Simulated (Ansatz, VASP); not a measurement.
# CuC2: VASP beside Ansatz, part 2 of 2

Wanted: the spread between two codes on one cell, functional and k mesh. The cell is invented: As first built, before any earlier steps moved the atoms (in the runner's words): it takes the Si2Ni structure with all of its atoms replaced by other elements, volume scaled by an estimate. It may not be a known or stable phase. The cell is taken from a series of VASP runs on this material, whose earlier steps may have relaxed, scaled or displaced it; both programs get it as it stands. Valence electrons are named where the data sets of a main pair hold unlike numbers.

VASP 6.6.1 and Ansatz 0.2.0.

So far. Step 2 (Ansatz: single point, LDA): The run ends at a pressure of -0.85 GPa.

**6. VASP: band structure, LDA**

Level of this step: LDA; plane waves and PAW (Cu, C); invented cell (VASP).

With cell and atoms fixed, the geometry can't cause a difference; cores, projectors, grids and the points listed under the comparison can.

The input, INCAR:

```
SYSTEM = CuC2
PREC = Accurate
ENCUT = 520
EDIFF = 1E-06
NELM = 100
ISMEAR = -1
SIGMA = 0.05
LREAL = .FALSE.
ALGO = Normal
GGA = CA
LORBIT = 11
LWAVE = .FALSE.
LCHARG = .FALSE.
```

The input, POSCAR:

```
CuC2
1.0
    0.0000000000      2.3476160804      2.3476160804
    2.3476160804      0.0000000000      2.3476160804
    2.3476160804      2.3476160804      0.0000000000
Cu C
1 2
Direct
    0.0000000000      0.0000000000      0.0000000000
    0.2500000000      0.2500000000      0.2500000000
    0.7500000000      0.7500000000      0.7500000000
```

The input, KPOINTS:

```
Automatic mesh
0
Gamma
8 8 8
0 0 0
```

The input, KPOINTS_OPT:

```
Line mode
16
Line-mode
Reciprocal
  0.00000000   0.00000000   0.00000000 GAMMA
  0.50000000   0.00000000   0.50000000 X

  0.50000000   0.00000000   0.50000000 X
  0.50000000   0.25000000   0.75000000 W

  0.50000000   0.25000000   0.75000000 W
  0.37500000   0.37500000   0.75000000 K

  0.37500000   0.37500000   0.75000000 K
  0.00000000   0.00000000   0.00000000 GAMMA

  0.00000000   0.00000000   0.00000000 GAMMA
  0.50000000   0.50000000   0.50000000 L

  0.50000000   0.50000000   0.50000000 L
  0.62500000   0.25000000   0.62500000 U

  0.62500000   0.25000000   0.62500000 U
  0.50000000   0.25000000   0.75000000 W

  0.50000000   0.25000000   0.75000000 W
  0.50000000   0.50000000   0.50000000 L

  0.50000000   0.50000000   0.50000000 L
  0.37500000   0.37500000   0.75000000 K

  0.62500000   0.25000000   0.62500000 U
  0.50000000   0.00000000   0.50000000 X
```

PAW data sets: Cu and C (LDA family, release 64).

The run is started by

```
$ mpirun -np 1 vasp_std
```

Numbers of over 12 decimals in the logs are rounded to 6 here.

Log:

```text
[... set-up lines as in an earlier step ...]
 entering main loop
       N       E                     dE             d eps       ncg     rms          rms(c)
[... 18 cycles as in an earlier step ...]
   1 F= -.17520412E+02 E0= -.17508489E+02  d E =-.238453E-01
 Start KPOINTS_OPT (optional k-point list driver)
k-point batch [1-29\160]
       N       E                     dE             ncg
DAV:   1     0.426931547991E+04   -0.13653E+05      759
DAV:   2     0.109253868346E+04   -0.31768E+04      874
DAV:   3     0.893806766395E+03   -0.19873E+03      895
DAV:   4     0.887493681935E+03   -0.63131E+01     1000
DAV:   5     0.887317041958E+03   -0.17664E+00      884
DAV:   6     0.887313483861E+03   -0.35581E-02      913
DAV:   7     0.887313327647E+03   -0.15621E-03      948
DAV:   8     0.887313320569E+03   -0.70774E-05      688
DAV:   9     0.887313320176E+03   -0.39280E-06      677
[...]
k-point batch [146-160\160]
       N       E                     dE             ncg
DAV:   1     0.128814438558E+05   -0.10116E+05      398
DAV:   2     0.113360600296E+05   -0.15454E+04      475
DAV:   3     0.112484496040E+05   -0.87610E+02      431
DAV:   4     0.112456892811E+05   -0.27603E+01      576
DAV:   5     0.112456355561E+05   -0.53725E-01      429
DAV:   6     0.112456343002E+05   -0.12559E-02      498
DAV:   7     0.112456342374E+05   -0.62746E-04      468
DAV:   8     0.112456342337E+05   -0.37327E-05      378
DAV:   9     0.112456342335E+05   -0.21782E-06      365
```

OUTCAR, selected parts (step 6):

```text
[... 6 parts as in an earlier step ...]

[... 1 further part left out ...]
[key lines of the parts left out:]
E-fermi :   7.6201
```

The run ends at a pressure of 0.32 GPa.

**7. Ansatz: band structure, LDA**

The same cell, functional (in two slightly different forms), mesh and smearing now go to Ansatz, which takes its cutoff from its data sets.

The cell is taken from a series of VASP runs on this material, whose earlier steps may have relaxed, scaled or displaced it; both programs get it as it stands.

The input, input.yaml:

```yaml
crystal:
  lattice:
    - [0.0, 2.3476160804, 2.3476160804]
    - [2.3476160804, 0.0, 2.3476160804]
    - [2.3476160804, 2.3476160804, 0.0]
  atoms:
    - { symbol: Cu, position: [0.0, 0.0, 0.0] }
    - { symbol: C, position: [0.25, 0.25, 0.25] }
    - { symbol: C, position: [0.75, 0.75, 0.75] }
hamiltonian:
  xc: lda
  pseudopotentials: { kind: paw }
kpoints:
  mp_grid: { grid: [8, 8, 8] }
  band_path:
    path:
      - [0.0, 0.0, 0.0]
      - [0.16667, 0.0, 0.16667]
      - [0.33333, 0.0, 0.33333]
      - [0.5, 0.0, 0.5]
      - [0.5, 0.08333, 0.58333]
      - [0.5, 0.18333, 0.68333]
      - [0.5, 0.25, 0.75]
      - [0.45, 0.3, 0.75]
      - [0.40833, 0.34167, 0.75]
      - [0.35, 0.35, 0.7]
      - [0.225, 0.225, 0.45]
      - [0.075, 0.075, 0.15]
      - [0.03333, 0.03333, 0.03333]
      - [0.23333, 0.23333, 0.23333]
      - [0.4, 0.4, 0.4]
      - [0.51667, 0.46667, 0.51667]
      - [0.55833, 0.38333, 0.55833]
      - [0.60833, 0.28333, 0.60833]
      - [0.60833, 0.25, 0.64167]
      - [0.55833, 0.25, 0.69167]
      - [0.51667, 0.25, 0.73333]
      - [0.5, 0.3, 0.7]
      - [0.5, 0.38333, 0.61667]
      - [0.5, 0.48333, 0.51667]
      - [0.475, 0.475, 0.55]
      - [0.425, 0.425, 0.65]
      - [0.38333, 0.38333, 0.73333]
      - [0.59167, 0.18333, 0.59167]
      - [0.55, 0.1, 0.55]
      - [0.5, 0.0, 0.5]
    npoints: 1
scf:
  occupations: { method: fermi_dirac, width: 0.05 }
  n_extra_bands: 7
output:
  forces: true
  stress: true
  eigenvalues: true
```

The run is started by

```
$ ansatz run input.yaml --threads 2 --pin off --max-ram 4608MiB --backend cpu --events-out ev --progress --plain --runs-dir out
```

Log:

```text
[...]
Crystal: 3 atoms, lattice volume = 25.877 Å³
Basis set: ecut = 420 eV, 531 PW (Γ)
Bands: 21, of which v1, the nominal top of the filled ones, is band 14 counted from 1 (13 counted from 0)
Symmetry: 48 space group operations
[...]
k-points: 29 of 512
[...]
k-point 0: bands = [... 10 lower, 9.0404, 14.3297, 14.3297, 14.3297, 15.4984, 15.4984, 15.4984, 22.4118, ... 3 higher]
  k-point 1: bands = [... 10 lower, 9.6790, 13.2330, 13.9604, 13.9604, 15.3877, 15.3877, 15.6333, 22.6466, ... 3 higher]
  k-point 2: bands = [... 10 lower, 10.0735, 12.2172, 13.0866, 13.0866, 15.1568, 15.1568, 15.3007, 23.3611, ... 3 higher]
  k-point 28: bands = [... 10 lower, 8.3845, 9.0811, 10.0606, 14.4224, 14.4224, 17.5515, 18.4724, 23.5901, ... 3 higher]
[key lines of the parts left out:]
SCF converged after 7 iterations
Free energy (F): -7034.286285 eV
Fermi energy:    13.211696 eV
P = ⅓ Tr σ = -0.8501 GPa (-8.501 kbar)
```

Run time: 1.8 s. Hardware: 2 threads of Arm Neoverse N1, shared host; peak memory 0.27 GiB.

**8. Side by side**

What differs besides the data sets and the points named for the pairs above, as far as they apply: the data sets hold 27 valence electrons in Ansatz (on its default PAW (the set named soft_2) files) and 19 in VASP. Total energies have different zeros and are not compared.

The two programs side by side:

```csv
quantity,Ansatz,VASP,difference
pressure (GPa),-0.85,0.32,-1.17
pressure without Ansatz's Pulay correction (GPa),-1.39,0.32,-1.71
```

Levels from 3 eV below to 2 eV above the Fermi level differ by 20 meV r.m.s. and 37 meV at most; each VASP level is matched to the nearest of Ansatz, which flatters the figure a little. Ansatz's pressure holds a Pulay correction of 0.54 GPa; VASP's holds none.

**9. Further runs**

Further runs change the set-up of one program: Ansatz's method, potentials or start, or VASP's data sets, cutoff or form of LDA. The table gives Ansatz less VASP for each quantity, since a change that brings one quantity closer may part another.

```csv
run,pressure (GPa),pressure without Ansatz's Pulay correction (GPa)
as above,-1.2,-1.7
Ansatz's larger PAW set (cutoff 1050 eV),-1.2,-1.2
norm-conserving potentials (cutoff 1252 eV),-0.86,
```

**10. Outcome**

* difference in pressure (single point, LDA): -1.2 GPa
* difference in pressure (band structure, LDA): -1.2 GPa

What this shows: The difference in pressure is -1.2 GPa (band structure, LDA), beyond the 1 GPa picked in this series as the mark of a large difference. The data sets hold unlike numbers of valence electrons (27 in Ansatz and 19 in VASP), so part of the differences comes from the potentials. Single point, LDA, Ansatz's larger PAW set (cutoff 1050 eV): the difference in pressure without Ansatz's Pulay correction goes from -1.7 to -1.2 GPa. Single point, LDA, norm-conserving potentials (cutoff 1252 eV): the difference in pressure goes from -1.2 to -0.86 GPa. Band structure, LDA, Ansatz's larger PAW set (cutoff 1050 eV): the difference in pressure without Ansatz's Pulay correction goes from -1.7 to -1.2 GPa. Band structure, LDA, norm-conserving potentials (cutoff 1252 eV): the difference in pressure goes from -1.2 to -0.86 GPa. Such differences can come from data sets, numerical settings and the points named under the comparisons, not from the functional's error against experiment.

[Lines on the potential files, build, host, timing and source positions are cut from VASP's logs without a mark.]

[Logs are printed without paths, hosts, clocks, repeated set-up lines and the standing remarks that a program may print on its own settings, such as how far it seeks lower states.]

[Hosts, paths, dates, database ids (printed as entryN), source tags and the programs' standing remarks are cut or masked in the printed files.]
